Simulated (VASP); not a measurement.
Data:

```yaml
crystal:
  lattice:
    - [1.78939, -3.12073, 0.00000]
    - [1.78939, 3.12073, 0.00000]
    - [0.00000, 0.00000, 5.59304]
  atoms:
    - { symbol: Dy, position: [0.33333, 0.66667, 0.25000] }
    - { symbol: Dy, position: [0.69408, 0.36074, 0.75000] }
```

Level of theory: PBE GGA, VASP's PBE PAW potentials (set 64) (plane waves; VASP). Settings: EDIFF = 1E-2, 400 eV cut-off, 11×11×6 Γ-centred mesh, first-order Methfessel-Paxton smearing of 0.10 eV, potentials Dy_3.

The 4f electrons are frozen in the core of the lanthanide potential, so 4f levels, which can set the real gap, and their magnetism are missing.

Question: Which forces act on the atoms, in eV/Å?

Answer: 
| atom | Fx | Fy | Fz |
|---|---|---|---|
| Dy1 | 0.130 | -0.023 | 0.000 |
| Dy2 | -0.130 | 0.023 | 0.000 |

Question: Give the stress tensor in GPa (positive for a compressed cell).

Answer: 
```
-2.40  -0.28   0.00
-0.28  -2.83   0.00
 0.00   0.00  -3.66
```
The pressure is its mean diagonal, -2.96 GPa.

The compound is Dy in the hcp structure. The cell was not relaxed at this level, atoms are displaced from their ideal sites. The run is one of a series of settings (EDIFF = 1E-2 against the base run), some of them coarse on purpose.
